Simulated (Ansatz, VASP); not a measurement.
# Cross-check of RbMnF3 between VASP and Ansatz

Wanted: the spread between two codes on one cell, functional and k mesh. The cell is taken from a series of runs on this material, whose earlier steps may have relaxed, scaled, displaced or heated it; both programs get it as it stands.

Main program and level: Ansatz 0.2.0; plane waves, with VASP 6.6.1 beside it; relaxation of cell and atoms at PBEsol.

**1. The starting structure**

Symmetry: Pm-3m, No. 221, cubic system. The conventional cell has a = 4.208 Å, b = 4.208 Å, c = 4.208 Å, α = 90.00°, β = 90.00°, γ = 90.00°. Rb has 12 F at 2.98 Å nearest. Nearest to Mn lie 6 F at 2.10 Å. Nearest to F lie 2 Mn at 2.10 Å and 4 Rb at 2.98 Å. Farther neighbours and most contacts between anions are not listed.

**2. Ansatz: relaxation of cell and atoms, PBEsol**

Ansatz runs on its PAW soft_1 files.

The relaxed volume is the usual yardstick between codes: in a stiff, nearly cubic crystal its relative difference is about their pressure difference at one cell divided by the bulk modulus.

File input.yaml:

```yaml
crystal:
  lattice:
    - [4.2082101568, 4.2082101568, 0.0]
    - [4.2082101568, 0.0, 4.2082101568]
    - [4.2082101568, 0.0, -4.2082101568]
  atoms:
    - { symbol: Rb, position: [0.0, 0.0, 0.0] }
    - { symbol: Rb, position: [0.0, 0.5, 0.5] }
    - { symbol: Mn, position: [0.5, 0.25, 0.75], spin: 4.51 }
    - { symbol: Mn, position: [0.5, 0.75, 0.25], spin: -4.51 }
    - { symbol: F, position: [-7.0e-10, 0.5000000004, 4.0e-10] }
    - { symbol: F, position: [7.0e-10, -4.0e-10, 0.4999999996] }
    - { symbol: F, position: [0.5, -4.0e-10, 4.0e-10] }
    - { symbol: F, position: [0.5, 0.5000000004, 0.4999999996] }
    - { symbol: F, position: [0.5, -4.0e-10, 0.4999999996] }
    - { symbol: F, position: [0.5, 0.5000000004, 4.0e-10] }
kpoints:
  mp_grid: { grid: [8, 8, 8] }
hamiltonian:
  xc: pbesol
  pseudopotentials: { kind: paw, azcp: { folder: soft_1 }, xc_functional: pbe }
scf:
  occupations: { method: gaussian, width: 0.02 }
output:
  forces: true
  stress: true
  eigenvalues: true
  populations: true
magnetization:
  spin_polarized: true
relax:
  adjacent_minimum: "off"
  f_tol: 0.001
  max_steps: 60
  cell: { stress_tol: 0.01 }
```

On the command line:

```bash
$ ansatz run input.yaml --threads 4 --pin off --max-ram 10240MiB --backend cpu --events-out ev --progress --plain --runs-dir out
```

Numbers of over 12 decimals in the logs are rounded to 6 here.

The log of the run:

```text
Engine: ansatz 0.2.0, aarch64-unknown-linux-gnu
Pseudopotentials: kind: paw
Pseudopotential: Rb, paw, valence charge 9, recommended cutoff 420 eV (normal), soft_1/Rb.paw.azcp
Pseudopotential: Mn, paw, valence charge 15, recommended cutoff 420 eV (normal), soft_1/Mn.paw.azcp
Pseudopotential: F, paw, valence charge 7, recommended cutoff 420 eV (normal), soft_1/F.paw.azcp
Functional definition: PBEsol
  exchange = pbesol_x
  correlation = pbesol_c
Crystal: 10 atoms, lattice volume = 149.047 Å³
Basis set: ecut = 420 eV, 2891 PW (Γ), exchange–correlation on 80×80×80 points (8 copies of the dense FFT grid, shifted against one another)
Bands: 60, of which v1, the nominal top of the filled ones, is band 45 counted from 1 (44 counted from 0)
Symmetry: 48 space group operations
Space group: Fm-3m (ITA 225), of the structure as read, at distance tolerance 5.3e-5 Å
Magnetic group: BNS 225.121 (UNI 1623), of the structure as read, at distance tolerance 5.3e-5 Å
k-points: 29 of 512
Non-local potential: Rb, projectors of the file, l = 0: 3, l = 1: 2, l = 2: 2
Non-local potential: Mn, projectors of the file, l = 0: 3, l = 1: 2, l = 2: 3, l = 3: 1
Non-local potential: F, projectors of the file, l = 0: 2, l = 1: 2, l = 2: 1
PAW form: soft (Blöchl's): semilocal exchange-correlation on the pseudo side does not see the compensation charge
PAW frozen core: Rb, regenerated for the run's functional, and the local potential with it (the file was generated under x = pbe(κ = 0.804, μ = 0.219515), c = pbe(β = 0.066725))
PAW frozen core: Mn, regenerated for the run's functional, and the local potential with it (the file was generated under x = pbe(κ = 0.804, μ = 0.219515), c = pbe(β = 0.066725))
PAW frozen core: F, regenerated for the run's functional, and the local potential with it (the file was generated under x = pbe(κ = 0.804, μ = 0.219515), c = pbe(β = 0.066725))
PAW one-centre angular grid: Rb, 110 points (default); XC on 64 Gauss nodes
PAW one-centre angular grid: Mn, 590 points (default); XC on 64 Gauss nodes
PAW one-centre angular grid: F, 110 points (default); XC on 64 Gauss nodes
Initial density: superposition of atomic densities (chi_scale 0.1, normalization cell, long waves kept (reshape's long-wave potential 0.00 eV rms))
Starting moments: Σ|m| = 9.02 μB on 2 of 10 sites
Starting magnetic order: antiferromagnet; a translation exchanges its spin sublattices: spin-degenerate at every k-point
Initial wavefunctions: pseudopotential atomic-orbital guess
Functional: x = pbesol(κ = 0.804, μ = 0.123457), c = pbesol(β = 0.046)
WARN: the translation (0, 0.5, 0.5) carries every atom to within crystal.symmetry.tolerance of an atom of its element with the starting moment reversed, but both spin channels are solved: site 4 translated lies 1.88e-9 (fractional; 6.45e-9 Å) from site 5 (counted from 0 in this solve's list of atoms, which can differ from the deck's where the deck declares a space group, asks for a supercell or sets defects), and one [...]
SCF iter   1: F=—  HF=-18999.367150 eV  |F-HF|=—  |Δ(HF+E_count)|=         —  Δρ=1.41e-1 (↑1.41e-1 ↓1.41e-1)  dr2=1.02e2  dr2_m=2.09e-1  M=0.000 μB ∫|m|=7.976 μB  β_m=0.30  ethr=3.10e-3  ⟨swp⟩=6.2  Hψ=13199  notcnv=0  defer=39
Mixer restart at iter 1: flushing history
preconditioner: auto → Resta (q_TF=auto, 2.508 Å⁻¹)  ε∞=5.2  [insulator: Δε(μ)=1.025 eV  Ē_g=12.427 eV  σ=0.020 eV  W_gap=1.00  n_scr=50 (ndim 8)  ℏωp=25.4 eV  f_vac=0.003  D(μ)=0.00/eV (n_scr^D=0)  ε∞_Penn≈5.2]
spin=Collinear: Resta preconditioning applied to the charge; magnetization (m = ρ↑ − ρ↓) channel mixes plain (no charge-response kernel on spin).
SCF iter   2: F=—  HF=-18984.778607 eV  |F-HF|=—  |Δ(HF+E_count)|=    1.46e1  Δρ=3.68e-2 (↑3.68e-2 ↓3.68e-2)  dr2=7.96e0  dr2_m=4.22e-1  M=0.000 μB ∫|m|=9.063 μB  β_m=0.34  ethr=3.10e-3  ⟨swp⟩=4.0  Hψ=8068  notcnv=0  defer=562
SCF iter   3: F=—  HF=-18983.176624 eV  |F-HF|=—  |Δ(HF+E_count)|=    1.60e0  Δρ=1.92e-2 (↑1.92e-2 ↓1.92e-2)  dr2=1.96e0  dr2_m=1.57e-1  M=0.000 μB ∫|m|=9.244 μB  β_m=0.60  ethr=3.10e-3  ⟨swp⟩=2.6  Hψ=6117  notcnv=0  defer=556
SCF iter   4: F=—  HF=-18982.536725 eV  |F-HF|=—  |Δ(HF+E_count)|=   6.40e-1  Δρ=6.50e-3 (↑6.50e-3 ↓6.49e-3)  dr2=1.54e-1  dr2_m=1.98e-3  M=0.000 μB ∫|m|=9.391 μB  β_m=0.77  ethr=2.18e-3  ⟨swp⟩=3.1  Hψ=6378  notcnv=0  defer=528
[...]
SCF iter   1: F=—  HF=-18982.601670 eV  |F-HF|=—  |Δ(HF+E_count)|=         —  Δρ=9.03e-7 (↑8.98e-7 ↓9.03e-7)  dr2=5.19e-9  dr2_m=3.86e-11  M=0.000 μB ∫|m|=9.424 μB  β_m=0.65  ethr=2.83e-7  ⟨swp⟩=3.7  Hψ=22659  notcnv=0
eigensolver tolerance schedule: the retry pair's looser diagonalisation over-reported the residual by 49134.19 of it (diagonalisation noise at an unbounded share of the residual, at the tolerance the schedule requests for it); recorded, not acted on — ethr = c·dr2/N_el stays at c = 1.0e-1
preconditioner: auto → Resta (q_TF=auto, 2.508 Å⁻¹)  ε∞=3.9  [insulator: Δε(μ)=2.616 eV  Ē_g=15.290 eV  σ=0.020 eV  W_gap=1.00  n_scr=50 (ndim 8)  ℏωp=26.2 eV  f_vac=0.044  D(μ)=0.00/eV (n_scr^D=0)  ε∞_Penn≈3.9]
spin=Collinear: Resta preconditioning applied to the charge; magnetization (m = ρ↑ − ρ↓) channel mixes plain (no charge-response kernel on spin).
SCF iter   2: F=—  HF=-18982.601673 eV  |F-HF|=—  |Δ(HF+E_count)|=   3.13e-6  Δρ=5.25e-7 (↑5.25e-7 ↓5.25e-7)  dr2=1.94e-9  dr2_m=2.10e-11  M=0.000 μB ∫|m|=9.424 μB  β_m=0.65  ethr=5.76e-12  ⟨swp⟩=4.0  Hψ=9872  notcnv=0
SCF iter   3: F=—  HF=-18982.601673 eV  |F-HF|=—  |Δ(HF+E_count)|=   1.82e-9  Δρ=3.15e-7 (↑3.13e-7 ↓3.15e-7)  dr2=4.60e-10  dr2_m=2.44e-13  M=0.000 μB ∫|m|=9.424 μB  β_m=0.65  ethr=2.16e-12  ⟨swp⟩=2.0  Hψ=5006  notcnv=0
SCF iter   4: F=—  HF=-18982.601673 eV  |F-HF|=—  |Δ(HF+E_count)|=  2.91e-10  Δρ=9.00e-8 (↑9.00e-8 ↓8.87e-8)  dr2=3.70e-11  dr2_m=2.38e-12  M=0.000 μB ∫|m|=9.424 μB  β_m=0.61  ethr=1.00e-12  ⟨swp⟩=2.0  Hψ=4458  notcnv=0
SCF iter   5: F=—  HF=-18982.601673 eV  |F-HF|=—  |Δ(HF+E_count)|=  2.18e-11  Δρ=6.61e-8 (↑6.56e-8 ↓6.61e-8)  dr2=6.64e-12  dr2_m=1.73e-12  M=0.000 μB ∫|m|=9.424 μB  β_m=0.81  ethr=1.00e-12  ⟨swp⟩=1.0  Hψ=3480  notcnv=0
SCF iter   6: F=-18982.601673 eV  HF=-18982.601673 eV  |F-HF|=0.00e0  |Δ(HF+E_count)|=  3.64e-12  Δρ=1.31e-8 (↑1.23e-8 ↓1.31e-8)  dr2=7.41e-13  dr2_m=4.99e-15  M=0.000 μB ∫|m|=9.424 μB  ethr=1.00e-12  ⟨swp⟩=4.0  Hψ=12568  notcnv=0
SCF 2 converged in 6 iterations: F = -18982.601673 eV  dr2 = 7.41e-13
relax step   2: F+E_penalty+E_count = -18982.60167275 eV  Δ(F+E_penalty+E_count) = -1.011e-9 eV  max|allowed force component| = 5.633e-8 eV/Å  Δτ_max = 0.0000 Å  P = -0.002 GPa  Ω = 149.047 Å³  stress off target by 2.18e-3 GPa  SCF on the basis re-selected at this cell (its energy is not comparable with the rows above)  (6 SCF iters)
basis re-selected at this cell: Δ(F+E_penalty+E_count) = -1.011e-9 eV, ΔP = -0.000 GPa vs the last step (what re-selecting the basis moved, of the pressure what is left beyond the Pulay correction that the steps carried, after the strain that the cell walked since its last selection, with what the two solves' SCF thresholds leave and, on support functions, any second-order correction that the steps lacked; it is no m [...]
SCF converged after 6 iterations
Magnetization: 0.0000 μB (45.0000 up, 45.0000 down)
Absolute magnetization: 9.4304 μB (∫|ρ↑−ρ↓|, with the PAW one-centre terms)
Spin contamination: 4.8776 ħ² per cell (⟨S²⟩ above its minimum at these occupations)
Per-site moments (μB) at R_I (Å): [(8.787868504767328e-11, 1.227457), (8.787931064626808e-11, 1.227457), (4.096437, 0.867943), (-4.096437, 0.867943), (-1.4311040227063415e-9, 0.867943), (-1.4311040618263067e-9, 0.867943), (-1.4311039987408834e-9, 0.867943), (-1.4311040315931247e-9, 0.867943), (-1.431104041923667e-9, 0.867943), (-1.4311039037356076e-9, 0.867943)]
Free energy (F): -18982.601673 eV
Harris-Foulkes:  -18982.601673 eV  (|F-HF|=0.00e0)
Internal energy: -18982.601673 eV  (E = F + TS)
E sigma→0 (E₀):  -18982.601673 eV
Fermi energy:    8.361059 eV
--- Per-component energies (eV) ---
  E_band       = -932.035814
  E_kinetic    = 2172.388848
  E_local      = -10326.620885  (includes V_loc(G=0)·N_el)
  E_nonlocal   = 1851.847098
  E_hartree    = 3863.006096
  E_xc         = -912.621831
  E_vxc        = -1116.412220  (∫ρ·V_xc dr)
  E_paw        = -8946.244394  (= ΣΔE_a)
  E_vpaw       = -1239.255009  (= ΣTr[D̂ρ^β])
  E_aug_tail   = 0.004240  (compensation charges beyond the density's cutoff)
  E_ewald      = -6685.202144
  E_core_change = 0.841300  (= ΣΔE_core)
  E_smearing   = -0.000000  (= −TS)
  E_closure    = 0.000000  (closes the sum)
  Σ components = -18982.601673   (vs F -18982.601673, Δ=0.00e0)
--- Forces (eV/Å), atoms counted from 1 ---
  atom   1  Rb     0.00000000     0.00000000     0.00000000
  atom   2  Rb    -0.00000000     0.00000000    -0.00000000
  atom   3  Mn     0.00000000    -0.00000000     0.00000000
  atom   4  Mn     0.00000000     0.00000000     0.00000000
  atom   5  F     -0.00000000     0.00000006     0.00000000
  atom   6  F      0.00000000    -0.00000006    -0.00000000
  atom   7  F     -0.00000000     0.00000000     0.00000006
  atom   8  F      0.00000000    -0.00000000    -0.00000006
  atom   9  F      0.00000006     0.00000000    -0.00000000
  atom  10  F     -0.00000006    -0.00000000     0.00000000
  max |Σ_I F_I| component: 2.65e-23 eV/Å
--- Stress (GPa, compression-positive) ---
       -0.002175       0.000000      -0.000000
       -0.000000      -0.002175       0.000000
       -0.000000       0.000000      -0.002175
  P = ⅓ Tr σ = -0.0022 GPa (-0.022 kbar)
--- Band table (eV; the first three rows and the last of 58) ---
  k-point 0 ↑: bands = [... 41 lower, 5.7313, 5.7313, 6.8865, 6.8865, 9.6688, 9.9367, 9.9367, 9.9367, ... 11 higher]
  k-point 1 ↑: bands = [... 41 lower, 5.7487, 5.7487, 6.9105, 6.9105, 9.8759, 9.9319, 9.9364, 9.9364, ... 11 higher]
  k-point 2 ↑: bands = [... 41 lower, 5.7876, 5.7876, 6.9690, 6.9690, 9.9264, 9.9353, 9.9353, 10.4300, ... 11 higher]
  k-point 28 ↓: bands = [... 41 lower, 5.8247, 5.8984, 6.7880, 6.9955, 9.9623, 9.9623, 9.9843, 10.6261, ... 11 higher]
--- Relaxed structure (1 steps of the walk, 1 accepted, 1 SCFs on fresh bases) ---
  F+E_penalty+E_count = -18982.60167275 eV   max|allowed force component| = 5.633e-8 eV/Å   (the final SCF, on the basis selected at the relaxed cell)
  cell:  # Å, volume = 149.0467 Å³
    - [4.2082101568, 4.2082101568, 0.0]
    - [4.2082101568, 0.0, 4.2082101568]
    - [4.2082101568, 0.0, -4.2082101568]
  atoms:
    - { symbol: Rb, position: [0.0, 0.0, 0.0] }
    - { symbol: Rb, position: [0.0, 0.5, 0.5] }
    - { symbol: Mn, position: [0.5, 0.25, 0.75] }
    - { symbol: Mn, position: [0.5, 0.75, 0.25] }
    - { symbol: F, position: [-7.666667400948527e-10, 0.500000, 3.8333336505047555e-10] }
    - { symbol: F, position: [7.666667024556641e-10, -3.8333336505047555e-10, 0.500000] }
    - { symbol: F, position: [0.5, -3.833333435934496e-10, 3.833333435934496e-10] }
    - { symbol: F, position: [0.5, 0.500000, 0.500000] }
    - { symbol: F, position: [0.5, -3.8333336505047555e-10, 0.500000] }
    - { symbol: F, position: [0.5, 0.500000, 3.833332540281731e-10] }
--- Löwdin populations: 10 sites ---
  site symbol       q [e]    m [muB]
     0     Rb      8.1671     0.0000
     1     Rb      8.1671     0.0000
     2     Mn     13.6421     4.6436
     3     Mn     13.6421    -4.6436
     4      F      7.6697    -0.0000
     5      F      7.6697    -0.0000
     6      F      7.6697    -0.0000
     7      F      7.6697    -0.0000
     8      F      7.6697    -0.0000
     9      F      7.6697    -0.0000
  spilling = 0.004035 (of n_electrons = 90.000000)
```

[end of part 1 of 2]

[Lines on the potential files, build, host, timing and source positions are cut from VASP's logs without a mark.]

[Logs are printed without paths, hosts, clocks, repeated set-up lines and the standing remarks that a program may print on its own settings, such as how far it seeks lower states.]

[Hosts, paths, dates, database ids (printed as entryN), source tags and the programs' standing remarks are cut or masked in the printed files.]
